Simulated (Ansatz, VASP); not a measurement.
GeBi3 in VASP and in Ansatz

```xyz
4
Lattice="0.0000 3.8409 3.8409 3.8409 0.0000 3.8409 3.8409 3.8409 0.0000" Properties=species:S:1:pos:R:3 pbc="T T T"
Bi    3.8409    3.8409    3.8409
Bi    5.7613    5.7613    5.7613
Bi    1.9204    1.9204    1.9204
Ge    0.0000    0.0000    0.0000
```

Change from the starting cell: volume scaled by 0.98.

Alike in both runs: task single point; functional PBE; k mesh 6 × 6 × 6; occupations fermi-dirac, width 0.05 eV; no spin polarisation.

```csv
,VASP,Ansatz
version,VASP 6.6.1,Ansatz 0.2.0
potentials or method,"VASP PAW PBE potentials, release 64 (Bi_d, Ge_d)",Ansatz PAW
plane-wave cutoff (eV),520,420
valence electrons in the cell,59,59
```

```tsv
	VASP	Ansatz	Ansatz less VASP
gap on the k mesh at the Fermi level (eV)	none	none	-
pressure (GPa)	2.2	2.3	+0.06
```

A gap of «none» marks a metal or a gap that the smearing closes.

Caveats: spin-orbit coupling is left out, which moves the levels of the heavy elements.
